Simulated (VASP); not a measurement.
Input for VASP

**INCAR**
```
ALGO  =  Normal
EDIFF  =  1E-6
ENCUT  =  300
GGA  =  PE
GGA_COMPAT  =  .False.
ISIF  =  2
ISMEAR  =  -1
LASPH  =  .True.
LCHARG  =  .False.
LMAXMIX  =  4
LNONCOLLINEAR  =  .True.
LORBIT  =  11
LREAL  =  .False.
LSORBIT  =  .True.
LWAVE  =  .False.
MAGMOM  =  12*0.0
NELM  =  100
PREC  =  Accurate
SIGMA  =  0.1
SYSTEM  =  YSe
```

### POSCAR
```
YSe
6.8635110
 -0.2725527795   0.2725527795   0.9227296350
  0.2725527795  -0.2725527795   0.9227296350
  0.2725527795   0.2725527795  -0.9227296350
Y Se
2 2
Direct
  0.7500000000   0.7500000000   0.0000000000
  0.5000000000   0.0000000000   0.5000000000
  0.1660000000   0.1660000000   0.0000000000
  0.9160000000   0.4160000000   0.5000000000
```

File KPOINTS:
```
Regular mesh
0
G
 5 5 5
```

POTCAR, in this order: Y_sv Se (PBE.64 set). Program: vasp_ncl.

Write an equivalent input for Quantum ESPRESSO's pw.x.

One equivalent input (not run):
```
&CONTROL
  calculation = 'scf'
  pseudo_dir = './pseudo'
  outdir = './out'
  tprnfor = .true.
  tstress = .true.
/
&SYSTEM
  ibrav = 0
  nat = 4
  ntyp = 2
  ecutwfc = 86
  occupations = 'smearing'
  smearing = 'fermi-dirac'
  degauss = 0.00735
  input_dft = 'pbe'
  noncolin = .true.
  lspinorb = .true.
/
&ELECTRONS
  conv_thr = 7.3e-08
  electron_maxstep = 100
/
ATOMIC_SPECIES
  Y 88.906 Y.upf
  Se 78.971 Se.upf
CELL_PARAMETERS angstrom
    -1.8706690    1.8706690    6.3331650
     1.8706690   -1.8706690    6.3331650
     1.8706690    1.8706690   -6.3331650
ATOMIC_POSITIONS crystal
  Y    0.7500000  0.7500000  0.0000000
  Y    0.5000000  0.0000000  0.5000000
  Se   0.1660000  0.1660000  0.0000000
  Se   0.9160000  0.4160000  0.5000000
K_POINTS automatic
  5 5 5 0 0 0
```
The two are equivalent in intent, not identical: the potentials are each code's own (VASP's PAW set, PseudoDojo norm-conserving files, fully relativistic, in pw.x), so ENCUT and ecutwfc are chosen apart and not converted; conv_thr bounds pw.x's estimated SCF error, while EDIFF bounds the energy change between steps.

The structure was generated: YSe was put into an ordered model structure, which need not be its known phase. The cell was not relaxed at this level. The k-mesh is coarse (spacing up to 0.48 per Å, 2π included), so the numbers may not be converged in it. The run is one of a series of settings (GGA_COMPAT = .FALSE., LNONCOLLINEAR = .TRUE., LSORBIT = .TRUE., MAGMOM = 0.0 0.0 0.0 0.0 0.0 0.0 0.0 0.0 0.0 0.0 0.0 0.0, program vasp_ncl against the base run), some of them coarse on purpose.
